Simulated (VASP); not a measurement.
These are vdW-DF2, VASP's PBE PAW potentials (set 64) (plane waves; VASP) values and carry that method's errors.

VASP ran on this input.

### KPOINTS
```
Regular mesh
0
Gamma
 5 5 7
0 0 0
```

INCAR:
```
! general
SYSTEM    =  MgH2
PREC      =  Accurate
ENCUT     =  520
LREAL     =  .FALSE.
LASPH     =  .TRUE.

! electronic loop
EDIFF     =  1E-7
NELM      =  100
ALGO      =  Normal

! smearing
ISMEAR    =  0
SIGMA     =  0.05

! functional
GGA       =  ML
LUSE_VDW  =  .TRUE.
AGGAC     =  0.0
ZAB_VDW   =  -1.8867

! ions
IBRION    =  2
NSW       =  30
ISIF      =  4
EDIFFG    =  -0.01

! output
LWAVE     =  .FALSE.
LCHARG    =  .FALSE.
```

**POSCAR**
```
MgH2
1.0
  4.5252041093   0.0000000000   0.0000000000
  0.0000000000   4.5252041093   0.0000000000
  0.0000000000   0.0000000000   3.0012759626
Mg H
2 4
Cart
  0.0000000000   0.0000000000   0.0000000000
  2.2626020546   2.2626020546   1.5006379813
  1.3757823115   1.3757823115   0.0000000000
  3.6383843662   0.8868197431   1.5006379813
  0.8868197431   3.6383843662   1.5006379813
  3.1494217978   3.1494217978   0.0000000000
```

POTCAR, in this order: Mg H (PBE.64 set). Program: vasp_std.

Output

**OUTCAR**
```
 ion  position               nearest neighbor table
   1  0.000  0.000  0.000-   3 1.95   6 1.95   5 1.96   4 1.96   4 1.96   5 1.96   2 3.53   2 3.53
                             2 3.53   2 3.53   2 3.53   2 3.53   2 3.53   2 3.53
   2  0.500  0.500  0.500-   4 1.95   5 1.95   3 1.96   6 1.96   3 1.96   6 1.96   1 3.53   1 3.53
                             1 3.53   1 3.53   1 3.53   1 3.53   1 3.53   1 3.53
   3  0.304  0.304  0.000-   1 1.95   2 1.96   2 1.96
   4  0.804  0.196  0.500-   2 1.95   1 1.96   1 1.96
   5  0.196  0.804  0.500-   2 1.95   1 1.96   1 1.96
   6  0.696  0.696  0.000-   1 1.95   2 1.96   2 1.96
  LATTYP: Found a simple tetragonal cell.
 ALAT       =     4.5252041093
 C/A-ratio  =     0.6632354895
 Subroutine PRICEL returns:
 Original cell was already a primitive cell.
 Subroutine GETGRP returns: Found 16 space group operations
The static configuration has the point symmetry D_2h.
 The point group associated with its full space group is D_4h.
The dynamic configuration has the point symmetry D_2h.
 Subroutine INISYM returns: Found 16 space group operations
 Subroutine IBZKPT returns following result:
 Found     24 irreducible k-points:

 Following reciprocal coordinates:
            Coordinates               Weight
  0.000000  0.000000  0.000000      1.000000
...
```

### OSZICAR
```
       N       E                     dE             d eps       ncg     rms          rms(c)
DAV:   1     0.440643140750E+01    0.44064E+01   -0.32010E+03   384   0.763E+02
DAV:   2    -0.169402213147E+02   -0.21347E+02   -0.20085E+02   488   0.857E+01
DAV:   3    -0.178162271279E+02   -0.87601E+00   -0.87601E+00   520   0.239E+01
DAV:   4    -0.178180357737E+02   -0.18086E-02   -0.18086E-02   568   0.115E+00
DAV:   5    -0.178180418715E+02   -0.60977E-05   -0.60977E-05   496   0.477E-02    0.822E+00
DAV:   6    -0.164312856766E+02    0.13868E+01   -0.14405E+00   416   0.798E+00    0.406E+00
DAV:   7    -0.159821880207E+02    0.44910E+00   -0.19079E+00   416   0.942E+00    0.635E-01
DAV:   8    -0.159973176284E+02   -0.15130E-01   -0.42339E-02   432   0.187E+00    0.219E-01
DAV:   9    -0.159962546316E+02    0.10630E-02   -0.66314E-03   536   0.649E-01    0.246E-02
DAV:  10    -0.159962705344E+02   -0.15903E-04   -0.11746E-04   472   0.103E-01    0.181E-02
DAV:  11    -0.159962902045E+02   -0.19670E-04   -0.43622E-05   432   0.828E-02    0.166E-03
DAV:  12    -0.159962907023E+02   -0.49783E-06   -0.51613E-07   576   0.694E-03    0.826E-04
DAV:  13    -0.159962908346E+02   -0.13231E-06   -0.39586E-07   416   0.832E-03    0.106E-04
DAV:  14    -0.159962908528E+02   -0.18227E-07   -0.22436E-09   264   0.663E-04
   1 F= -.15996291E+02 E0= -.15996291E+02  d E =-.159963E+02
       N       E                     dE             d eps       ncg     rms          rms(c)
DAV:   1    -0.159963663816E+02   -0.75547E-04   -0.47353E-04   496   0.168E-01    0.980E-03
DAV:   2    -0.159963670840E+02   -0.70234E-06   -0.32888E-06   416   0.176E-02    0.620E-03
DAV:   3    -0.159963678125E+02   -0.72853E-06   -0.27012E-06   440   0.150E-02    0.721E-04
DAV:   4    -0.159963678041E+02    0.84123E-08   -0.44345E-08   320   0.204E-03
   2 F= -.15996368E+02 E0= -.15996368E+02  d E =-.769513E-04
       N       E                     dE             d eps       ncg     rms          rms(c)
DAV:   1    -0.159964375839E+02   -0.69771E-04   -0.27600E-03   496   0.405E-01    0.236E-02
DAV:   2    -0.159964413462E+02   -0.37623E-05   -0.19160E-05   400   0.425E-02    0.149E-02
DAV:   3    -0.159964452042E+02   -0.38580E-05   -0.15775E-05   440   0.363E-02    0.174E-03
DAV:   4    -0.159964452279E+02   -0.23661E-07   -0.26087E-07   464   0.489E-03
   3 F= -.15996445E+02 E0= -.15996445E+02  d E =-.154375E-03
```

OUTCAR:
```
------------------------ aborting loop because EDIFF is reached ----------------------------------------
  FORCE on cell =-STRESS in cart. coord.  units (eV):
  Direction    XX          YY          ZZ          XY          YZ          ZX
  --------------------------------------------------------------------------------------
  Total        0.0005430      0.0005430      0.0008520     -0.0000000      0.0000000      0.0000000
  in kB        0.0141553      0.0141553      0.0222121     -0.0000000      0.0000000      0.0000000
  external PRESSURE =       0.0168409 kB  Pullay stress =       0.0000000 kB
  volume of cell :       61.46
      direct lattice vectors                 reciprocal lattice vectors
     4.530557042 -0.000000000  0.000000000     0.220723410  0.000000000  0.000000000
    -0.000000000  4.530557042  0.000000000     0.000000000  0.220723410  0.000000000
     0.000000000  0.000000000  2.994188031     0.000000000  0.000000000  0.333980361
 POSITION                                       TOTAL-FORCE (eV/Angst)
 -----------------------------------------------------------------------------------
     -0.00000      0.00000      0.00000         0.000000     -0.000000      0.000000
      2.26528      2.26528      1.49709         0.000000     -0.000000      0.000000
      1.37755      1.37755      0.00000         0.000016      0.000016     -0.000000
      3.64283      0.88773      1.49709         0.000016     -0.000016      0.000000
      0.88773      3.64283      1.49709        -0.000016      0.000016      0.000000
      3.15301      3.15301      0.00000        -0.000016     -0.000016      0.000000
 -----------------------------------------------------------------------------------
    total drift:                                0.000000     -0.000000     -0.000000
  FREE ENERGIE OF THE ION-ELECTRON SYSTEM (eV)
  ---------------------------------------------------
  free  energy   TOTEN  =       -15.9964452279 eV

  energy  without entropy=      -15.9964452279  energy(sigma->0) =      -15.99644523

 reached required accuracy - stopping structural energy minimisation
```
(Selected blocks of OUTCAR.)

### CONTCAR
```
MgH2
   1.00000000000000
     4.5305570423757136   -0.0000000000000000    0.0000000000000000
    -0.0000000000000000    4.5305570423757136    0.0000000000000000
     0.0000000000000000    0.0000000000000000    2.9941880313336671
  Mg              H
     2     4
Direct
     0.0000000000000000    0.0000000000000000    0.0000000000000000
     0.5000000000000000    0.5000000000000000    0.5000000000000000
     0.3040575233889453    0.3040575233889453    0.0000000000000000
     0.8040575233889452    0.1959424766110547    0.5000000000000000
     0.1959424766110547    0.8040575233889452    0.5000000000000000
     0.6959424766110548    0.6959424766110548    0.0000000000000000
```

### OUTCAR
```
 val. band max:       -1.0363851050   @ k =   0.2000   0.0000   0.0000

 cond. band min:       3.5271249684   @ k =   0.4000   0.4000   0.4286


 Fermi energy:        -0.7902806074

 k-point     1 :       0.0000    0.0000    0.0000
  band No.  band energies     occupation
      1      -7.0486      2.00000
      2      -2.3323      2.00000
      3      -2.3323      2.00000
      4      -1.3597      2.00000
      5       4.3832      0.00000
      6       4.4785      0.00000
      7       8.6265      0.00000
      8       8.6265      0.00000

 k-point     2 :       0.2000    0.0000    0.0000
  band No.  band energies     occupation
      1      -6.7923      2.00000
      2      -3.3789      2.00000
      3      -2.1697      2.00000
      4      -1.0364      2.00000
      5       4.2967      0.00000
      6       5.4810      0.00000
      7       7.1956      0.00000
      8       9.2250      0.00000

 k-point     3 :       0.4000    0.0000    0.0000
  band No.  band energies     occupation
      1      -6.0391      2.00000
      2      -4.8462      2.00000
      3      -1.7336      2.00000
      4      -1.2191      2.00000
      5       4.5525      0.00000
      6       5.5667      0.00000
      7       7.9933      0.00000
      8      10.4473      0.00000

 k-point     4 :       0.2000    0.2000    0.0000
  band No.  band energies     occupation
      1      -6.5403      2.00000
      2      -3.4649      2.00000
      3      -2.7896      2.00000
      4      -1.0769      2.00000
      5       4.8549      0.00000
      6       5.7819      0.00000
      7       7.4906      0.00000
      8       9.2067      0.00000

 k-point     5 :       0.4000    0.2000    0.0000
  band No.  band energies     occupation
      1      -5.8017      2.00000
      2      -4.6507      2.00000
      3      -2.4531      2.00000
      4      -1.6928      2.00000
      5       5.4395      0.00000
      6       6.3409      0.00000
      7       8.2461      0.00000
...
```

The compound is MgH2 in the rutile structure. This run relaxes it. Symmetry was kept, so distortions that lower it aren't found.
